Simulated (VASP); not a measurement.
Output of a VASP run:

OSZICAR:
```
       N       E                     dE             d eps       ncg     rms          rms(c)
DAV:   1     0.310743304191E+02    0.31074E+02   -0.39142E+03  4140   0.890E+02
DAV:   2    -0.723506626772E+01   -0.38309E+02   -0.37350E+02  6577   0.121E+02
DAV:   3    -0.820220360748E+01   -0.96714E+00   -0.94875E+00  5575   0.223E+01
DAV:   4    -0.821505814234E+01   -0.12855E-01   -0.12841E-01  6237   0.270E+00
DAV:   5    -0.821525909088E+01   -0.20095E-03   -0.20093E-03  5799   0.252E-01    0.128E+00
DAV:   6    -0.820720097975E+01    0.80581E-02   -0.34261E-03  5692   0.456E-01    0.796E-01
DAV:   7    -0.820288939444E+01    0.43116E-02   -0.78993E-03  4809   0.726E-01    0.474E-02
DAV:   8    -0.820295896657E+01   -0.69572E-04   -0.28723E-04  4842   0.135E-01    0.165E-02
DAV:   9    -0.820298517168E+01   -0.26205E-04   -0.42643E-05  5088   0.538E-02    0.528E-03
DAV:  10    -0.820298466884E+01    0.50284E-06   -0.44750E-06  5140   0.153E-02
   1 F= -.82029847E+01 E0= -.82030181E+01  d E =0.100231E-03
```

### OUTCAR
```
------------------------ aborting loop because EDIFF is reached ----------------------------------------
  FORCE on cell =-STRESS in cart. coord.  units (eV):
  Direction    XX          YY          ZZ          XY          YZ          ZX
  --------------------------------------------------------------------------------------
  Total        1.5710029      2.3363405      2.1892048      0.0000000      0.0000000      0.0682529
  in kB       42.9150074     63.8216977     59.8023980      0.0000000      0.0000000      1.8644617
  external PRESSURE =      55.5130344 kB  Pullay stress =       0.0000000 kB
  volume of cell :       58.65
      direct lattice vectors                 reciprocal lattice vectors
     3.974266000 -2.125870000  0.000000000     0.125809395 -0.235197825 -0.101333440
     3.974266000  2.125870000  0.000000000     0.125809395  0.235197825 -0.101333440
     2.795725000  0.000000000  3.471001000     0.000000000  0.000000000  0.288101329
 POSITION                                       TOTAL-FORCE (eV/Angst)
 -----------------------------------------------------------------------------------
      2.50878      0.00000      0.81048         0.601339      0.000000      0.226296
      8.28300      0.00000      2.66052        -0.601339      0.000000     -0.226296
 -----------------------------------------------------------------------------------
    total drift:                                0.000001      0.000000     -0.000001
  FREE ENERGIE OF THE ION-ELECTRON SYSTEM (eV)
  ---------------------------------------------------
  free  energy   TOTEN  =        -8.2029846688 eV

  energy  without entropy=       -8.2030849001  energy(sigma->0) =       -8.20301808
```
(Selected blocks of OUTCAR.)

### POSCAR
```
Sb
1
    3.9742660000    -2.1258700000     0.0000000000
    3.9742660000     2.1258700000     0.0000000000
    2.7957250000     0.0000000000     3.4710010000
Sb
2
Direct
  0.2335000000   0.2335000000   0.2335000000
  0.7724790000   0.7724790000   0.7665000000
```

Question: Write an INCAR and KPOINTS that could have produced this output.

Answer: Several could match; the one computed here: the input of the run itself, PBE GGA, plane waves, VASP's PBE PAW potentials (set 64).

### KPOINTS
```
Automatic mesh
0
gamma
  9 9 10
0 0 0
```

### INCAR
```
SYSTEM = Sb
PREC = Accurate; ENCUT = 520; LREAL = .FALSE.
LASPH = .TRUE.
EDIFF = 1E-6; NELM = 100; ALGO = Normal
LMAXMIX = 4
ISMEAR = 1; SIGMA = 0.1
GGA = PE
ISIF = 2
LWAVE = .FALSE.; LCHARG = .FALSE.
```

POTCAR, in this order: Sb_GW (PBE.64 set). Program: vasp_std.

The compound is Sb in the a7 structure. The cell was not relaxed at this level. The run is one of a series of settings (ENCUT = 520, POTCAR Sb_GW (PBE.64 set) against the base run), some of them coarse on purpose.
